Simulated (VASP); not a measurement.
# Vibrations of Hf (Hafnium): a test of the settings, part 2 of 2

How far do the zone-centre frequencies of Hf (Hafnium) depend on the numerical settings? The starting structure is a measured crystal structure from the Crystallography Open Database.

VASP 6.6.1.

Results so far: reference B1g 108.5 cm⁻¹; a 7×7×4 mesh B1g 80.5 cm⁻¹; a cutoff of 220 eV B1g 110.1 cm⁻¹.

## (5) Modes with a 16×16×10 mesh

Level of this step: LDA; plane waves and PAW (Hf_pv) (VASP).

Against step 2 the input has a 16×16×10 mesh.

INCAR reads:

```
SYSTEM = Hf
PREC = Accurate
ENCUT = 450
EDIFF = 1E-08
NELM = 100
ISMEAR = 1
SIGMA = 0.15
LREAL = .FALSE.
ALGO = Normal
GGA = CA
NBANDS = 16
LORBIT = 11
LWAVE = .FALSE.
LCHARG = .FALSE.
KPAR = 2
IBRION = 8
ISIF = 2
```

POSCAR reads:

```
Hf
1.0
    3.1192778156      0.0000000000      0.0000000000
   -1.5596389078      2.7013738298      0.0000000000
    0.0000000000      0.0000000000      4.9447047116
Hf
2
Direct
    0.6666666667      0.3333333333      0.7500000000
    0.3333333333      0.6666666667      0.2500000000
```

KPOINTS reads:

```
Automatic mesh
0
Gamma
16 16 10
0 0 0
```

The projector-augmented-wave data sets are Hf_pv (LDA family, release 64).

On the command line:

```
mpirun -np 2 vasp_std
```

Output:

```text
[... set-up lines as in an earlier step ...]
 entering main loop
       N       E                     dE             d eps       ncg     rms          rms(c)
DAV:   1     0.423639030153E+02    0.42364E+02   -0.10759E+04  5808   0.107E+03
DAV:   2    -0.206546202192E+02   -0.63019E+02   -0.61447E+02  7600   0.236E+02
DAV:   3    -0.220825374974E+02   -0.14279E+01   -0.14172E+01  7664   0.250E+01
DAV:   4    -0.220934475546E+02   -0.10910E-01   -0.10894E-01  7080   0.256E+00
[...]
DAV:  12    -0.213904202282E+02    0.29095E-07   -0.37430E-07  6920   0.421E-03    0.666E-03
DAV:  13    -0.213904202166E+02    0.11619E-07   -0.15344E-08  5192   0.947E-04    0.141E-03
DAV:  14    -0.213904202167E+02   -0.10414E-09   -0.19920E-09  4064   0.385E-04
   1 F= -.21390420E+02 E0= -.21391076E+02  d E =0.196789E-02
 Linear response reoptimize wavefunctions to high precision
DAV:   1    -0.213904202166E+02    0.11687E-09   -0.34305E-10  4360   0.147E-04
DAV:   2    -0.213904202166E+02    0.68212E-12   -0.64542E-11  3504   0.683E-05
 Linear response DOF=           2
 Linear response progress:
[...]
RMM:  15    -0.200715702707E+00   -0.89810E-08   -0.28355E-07 47813   0.187E-05    0.257E-05
RMM:  16    -0.200715726959E+00   -0.24252E-07   -0.15160E-07 38274   0.152E-05    0.920E-06
RMM:  17    -0.200715725048E+00    0.19103E-08   -0.79704E-08 36795   0.136E-05    0.972E-07
 first order change of Fermi-energy  -0.80890E-05
 force on displaced ion       1 direction 1 :  -1.817   0.000   0.000
 Linear response progress:
  Degree of freedom:   2/  2
       N       E                     dE             d eps       ncg     rms          rms(c)
RMM:   1    -0.240304672497E+00   -0.24030E+00    0.49132E+00  8821   0.122E+01
RMM:   2    -0.250241907798E+00   -0.99372E-02   -0.41952E-02 13122   0.124E+00    0.756E-01
RMM:   3    -0.249893668967E+00    0.34824E-03   -0.54936E-03 15228   0.277E-01    0.215E-01
RMM:   4    -0.249530532472E+00    0.36314E-03   -0.48878E-04 18348   0.946E-02    0.210E-01
[...]
RMM:  19    -0.249217706881E+00   -0.11029E-08    0.14380E-07 10150   0.978E-06    0.184E-07
RMM:  20    -0.249217694088E+00    0.12793E-07    0.72842E-08  9520   0.954E-06    0.331E-07
RMM:  21    -0.249217695664E+00   -0.15759E-08    0.43245E-08  8897   0.942E-06    0.152E-07
 first order change of Fermi-energy  -0.16298E-03
 force on displaced ion       1 direction 3 :  -0.000   0.000  -4.147
 Linear response finished
```

Elapsed: 4.6 min, on 2 MPI ranks of Intel Xeon Platinum 8488C (Sapphire Rapids), shared host; peak memory 1.6 GiB; 9.2 min of CPU time.

Parts of OUTCAR (step 5):

```text
  Total       -0.0001427     -0.0001427     -0.0354446      0.0000000      0.0000000      0.0000000
  in kB       -0.0054890     -0.0054890     -1.3629559      0.0000000      0.0000000      0.0000000
  external PRESSURE =      -0.4579779 kB  Pullay stress =       0.0000000 kB

[... 2 parts as in an earlier step ...]

[... 1 further part left out ...]
```

With a 16×16×10 mesh the modes are B1g 112.4, E2g 74.4 cm⁻¹; the largest shift is +3.9 cm⁻¹, in B1g, from the reference.

## (6) Modes with finite displacements

Against step 2 the input has IBRION = 6, NFREE = 2 and POTIM = 0.015 (also changed: NSW).

INCAR, as its differences from that of step 5:

```diff
@@ -15,3 +15,6 @@
 KPAR = 2
-IBRION = 8
+IBRION = 6
+NFREE = 2
+POTIM = 0.015
+NSW = 1
 ISIF = 2
```

POSCAR is that of step 5.

KPOINTS reads:

```
Automatic mesh
0
Gamma
12 12 8
0 0 0
```

On the command line:

```
mpirun -np 2 vasp_std
```

Output:

```text
[... set-up lines as in an earlier step ...]
 entering main loop
       N       E                     dE             d eps       ncg     rms          rms(c)
[... 14 cycles as in an earlier step ...]
   1 F= -.21388202E+02 E0= -.21388964E+02  d E =0.228613E-02
[...]
2 F= -.21387994E+02 E0= -.21388740E+02  d E =0.223786E-02
[...]
3 F= -.21387994E+02 E0= -.21388740E+02  d E =0.223785E-02
[...]
4 F= -.21387773E+02 E0= -.21388510E+02  d E =0.221200E-02
[...]
5 F= -.21387773E+02 E0= -.21388510E+02  d E =0.221199E-02
 Finite differences progress:
  Degree of freedom:   2/  2
  Displacement:        2/  2
  Total:               4/  4
```

Run time: 80 s. Hardware: 2 MPI ranks; peak memory 0.73 GiB.

Parts of OUTCAR (step 6):

```text
  Total        0.0019079      0.0019079      0.0064090     -0.0000000      0.0000000      0.0000000
  in kB        0.0733666      0.0733666      0.2464454     -0.0000000      0.0000000      0.0000000
  external PRESSURE =       0.1310595 kB  Pullay stress =       0.0000000 kB

 POSITION                                       TOTAL-FORCE (eV/Angst)
 -----------------------------------------------------------------------------------
      1.55964      0.90046      3.69353         0.000000     -0.000000      0.057232
     -0.00000      1.80092      1.23618        -0.000000      0.000000     -0.057232
 -----------------------------------------------------------------------------------
    total drift:                               -0.000000      0.000000     -0.000863

  FREE ENERGIE OF THE ION-ELECTRON SYSTEM (eV)
  ---------------------------------------------------
  free  energy   TOTEN  =       -21.3877726804 eV

  energy  without entropy=      -21.3899846743  energy(sigma->0) =      -21.38851001

[... 2 parts as in an earlier step ...]

[... 1 further part left out ...]
[key lines of the parts left out:]
E-fermi :   5.3273
```

The last energy, forces and stress in OUTCAR belong to the last displaced cell, not to that of POSCAR.

With finite displacements the modes are B1g 107.8, E2g 75.3 cm⁻¹; the largest shift is -0.7 cm⁻¹, in B1g, from the reference.

## (7) All runs side by side

```csv
run,B1g,E2g,method,core minutes
reference,108.5,75.1,perturbation theory,6.54
a 7×7×4 mesh,80.5,55.3,perturbation theory,1.43
a cutoff of 220 eV,110.1,74.9,perturbation theory,1.37
a 16×16×10 mesh,112.4,74.4,perturbation theory,9.27
finite displacements,107.8,75.3,finite displacements,2.67
```

Modes are in cm⁻¹, degenerate ones as one, matched between runs by symmetry and order. A number in brackets counts the listed modes of one symmetry from the lowest. The symmetry labels come from an automatic analysis and can be wrong where levels nearly coincide. Core minutes are wall time times ranks of the run shown, on a shared host.

## (8) What came out

```yaml
b1g_reference: 108.5 cm⁻¹
e2g_reference: 75.1 cm⁻¹
b1g_a_7x7x4_mesh: 80.5 cm⁻¹
e2g_a_7x7x4_mesh: 55.3 cm⁻¹
b1g_a_cutoff_of_220_ev: 110.1 cm⁻¹
e2g_a_cutoff_of_220_ev: 74.9 cm⁻¹
b1g_a_16x16x10_mesh: 112.4 cm⁻¹
e2g_a_16x16x10_mesh: 74.4 cm⁻¹
b1g_finite_displacements: 107.8 cm⁻¹
e2g_finite_displacements: 75.3 cm⁻¹
```

**Reading.** The largest change comes with a 7×7×4 mesh: -28.0 cm⁻¹ in B1g. On finer settings the modes change by up to +3.9 cm⁻¹ in B1g with a 16×16×10 mesh. Other changes move the modes by more: -28.0 cm⁻¹ in B1g with a 7×7×4 mesh. Further runs on this material are not shown.

[Lines on the potential files, build, host, timing and source positions are cut from VASP's logs without a mark.]

[Logs are printed without paths, hosts, clocks, repeated set-up lines and the standing remarks that a program may print on its own settings, such as how far it seeks lower states.]

[Hosts, paths, dates, database ids (printed as entryN), source tags and the programs' standing remarks are cut or masked in the printed files.]
